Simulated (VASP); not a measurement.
Given:

```
PtSe2
1.0
    1.85236    -3.20838     0.00000
    1.85236     3.20838     0.00000
    0.00000     0.00000     4.87115
Pt Se
1 2
Cartesian
  0.00000   0.00000   0.00000
  1.85236   1.06946   1.26804
  1.85236  -1.06946   3.60311
```

Calculation: optB86b-vdW, VASP's PBE PAW potentials (set 64) (plane waves; VASP). Numerical set-up: 520 eV cut-off, 9×9×6 Γ-centred mesh, first-order Methfessel-Paxton smearing of 0.10 eV, potentials Pt Se.

The ions and cell shape at fixed volume are relaxed. Give the cell that the relaxation ends in.

```
PtSe2
1.0
    1.87928    -3.25500     0.00000
    1.87928     3.25500     0.00000
    0.00000     0.00000     4.73263
Pt Se
1 2
Direct
  0.00000   0.00000   0.00000
  0.33333   0.66667   0.27142
  0.66667   0.33333   0.72858
```
Space group P-3m1 (164), at a tolerance of 0.03 Å.

How much energy does the relaxation gain?

The energy (σ→0) changes by -17.3 meV/atom, in 6 ionic steps.

| step | E(σ→0) (eV) | max force (eV/Å) | pressure (GPa) | volume (Å³) |
|---|---|---|---|---|
| 1 | -8.7793 | 0.701 | 8.81 | 57.90 |
| 2 | -8.8200 | 0.250 | 6.12 | 57.90 |
| 3 | -8.8286 | 0.091 | 4.31 | 57.90 |
| 4 | -8.8286 | 0.068 | 4.43 | 57.90 |
| 5 | -8.8306 | 0.032 | 4.30 | 57.90 |
| 6 | -8.8311 | 0.003 | 4.20 | 57.90 |

The compound is PtSe2 in the 1T layered structure. This cell is one point of a volume scan, at 0.94 of the reference volume. Symmetry was kept, so distortions that lower it aren't found.
